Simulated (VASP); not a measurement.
Elastic constants (GPa) of a crystal from VASP with PBE GGA, VASP's PBE PAW potentials (set 64):

```csv
,xx,yy,zz,yz,xz,xy
xx,103.2,49.1,49.1,0.0,0.0,0.0
yy,49.1,103.2,49.1,0.0,0.0,0.0
zz,49.1,49.1,103.2,0.0,0.0,0.0
yz,0.0,0.0,0.0,20.6,0.0,0.0
xz,0.0,0.0,0.0,0.0,20.6,0.0
xy,0.0,0.0,0.0,0.0,0.0,20.6
```

Problem. Work out the Voigt, Reuss and Hill moduli, Young's modulus and Poisson's ratio.

Solution. All eigenvalues are positive (smallest 20.6 GPa), so the crystal is stable. K_V = (C11+C22+C33+2(C12+C13+C23))/9 = (309.6 + 2×147.3)/9 = 67.1 GPa; G_V = (309.6 − 147.3 + 3×61.8)/15 = 23.2 GPa. From the compliances, K_R = 67.1 GPa and G_R = 22.8 GPa. Hill: K = 67.1 GPa, G = 23.0 GPa, E = 9KG/(3K+G) = 61.9 GPa, ν = (3K−2G)/(2(3K+G)) = 0.346. K/G = 2.92, above Pugh's 1.75; universal anisotropy A^U = 0.09.

Problem. With a density of 7.56 g/cm³, what are the mean sound speeds?

Solution. v_l = √((K+4G/3)/ρ) = 3.60 km/s and v_t = √(G/ρ) = 1.74 km/s. The crystal is PbF₂ (fluorite), cubic.

The compound is PbF2 in the fluorite structure, the β form. It was relaxed first.
